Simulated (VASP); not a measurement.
Runs of VASP 6.6.1 on PtS2. The cell holds a slab with vacuum, 3 atoms: a = 3.583 Å, b = 3.583 Å, c = 30.825 Å, α = 90.00°, β = 90.00°, γ = 120.00°. 

| cell | k mesh | smearing | gap on the mesh (eV) | largest force (eV/Å) |
| --- | --- | --- | --- | --- |
| P-3m1, 114.26 Å³/atom | 6 × 6 × 1 | gaussian 0.1 eV | (a) | 0.11 |
| P-3m1, 114.26 Å³/atom | 9 × 9 × 1 | gaussian 0.02 eV | 1.82 | 0.11 |
| the clean substrate in the cell of the map | 9 × 9 × 1 | gaussian 0.05 eV | 1.84 | 0.04 |
| P-3m1, 111.6 Å³/atom | 9 × 9 × 1 | gaussian 0.02 eV | 1.84 | 0.04 |

Alike in all rows: task single point; level PBE+D3(BJ); potentials or basis VASP PAW PBE potentials, release 64 (S, Pt); no spin polarisation; cutoff (eV) 520.

Question: Estimate the missing entries.

Answer: (a) 2.04.

Caveats: spin-orbit coupling is left out, which moves the levels of the heavy elements; the cell's inner coordinates are idealised or old, which leaves forces on the atoms.

A k mesh can miss the band edges, and the runs leave out spin-orbit coupling on Pt.
